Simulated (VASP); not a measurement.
Set up this calculation in VASP 6.6.1, as the native input.

```yaml
Task: single point
Functional: PBEsol
Potentials_or_basis: VASP PAW PBE potentials, release 64 (H)
Cutoff: 520 eV
k_mesh: 1 × 1 × 1
Occupations: fermi-dirac, width 0.05 eV
Spin: no spin polarisation
Dipole_correction: no
Further_INCAR_settings: LREAL = Auto; ALGO = Fast; EDIFF = 1e-07; NBANDS = 26
```

The structure of H lies in POSCAR:

```
H
1.0
    6.4633040000      0.0000000000      0.0000000000
    0.0000000000      6.4633040000      0.0000000000
    0.0000000000      0.0000000000      6.4633040000
H
20
Direct
    0.0957869226     -0.0818312120      1.3803466462
   -0.0128107853     -0.1213311334      1.3385878182
    0.8266050924      0.3004964643      0.2416565893
    0.7680746566      0.3755045407      0.3169895768
    1.2229967831     -0.1069112640      0.7657229182
    1.2186491615     -0.2229200421      0.7906791944
    0.4616679024      0.0513050291      0.5657477971
    0.4657370286      0.0186127714      0.4519669816
   -0.0090356264      0.3352000772     -0.3787381810
    0.0113100049      0.2137606401     -0.3972581206
    0.5613692316     -0.7627368293      0.8919122480
    0.4594244677     -0.7066200197      0.9085600801
   -0.4876143842      0.9487407679      0.0250336360
   -0.4588055892      0.8355014711      0.0346107811
    0.2827965387      0.5987030782      0.5166397867
    0.3884081578      0.5922048537      0.4641434164
   -0.2088560278     -0.4525549162     -0.1853541161
   -0.2867418893     -0.4217192940     -0.2639826318
    0.2365817854     -0.6001574427      0.0550801881
    0.1666794568     -0.5461293481      0.1368340403
```

The cell was built by a generator and needn't be a form met in nature.

The input as run:

INCAR

```
  ALGO = Fast
  EDIFF = 1E-7
  ENCUT = 520
  GGA = PS
  ISIF = 2
  ISMEAR = -1
  LASPH = T
  LCHARG = T
  LELF = T
  LREAL = Auto
  LVHAR = T
  LWAVE = F
  NBANDS = 26
  NELM = 100
  PREC = Accurate
  SIGMA = 0.05
```

KPOINTS

```
k-points
0
Gamma
  1 1 1
```

Potentials or basis: VASP PAW PBE potentials, release 64 (H).

Command:

```bash
$ cat potpaw_PBE.64/H/POTCAR > POTCAR
$ mpirun -np 1 vasp_gam > vasp.out
```

Results of the run:

| Property | Result |
| --- | --- |
| Pressure | -0.2 GPa |
| Largest force | 1.396 eV/Å |
| Band gap on the k mesh | 8.86 eV, direct |

Caveat: the PAW data sets were made with another functional, which shifts forces and pressure a little.

Run time: 14 s on 1 thread of Intel(R) Xeon(R) 6975P-C (Granite Rapids), on a shared host, peak memory 0.28 GiB.
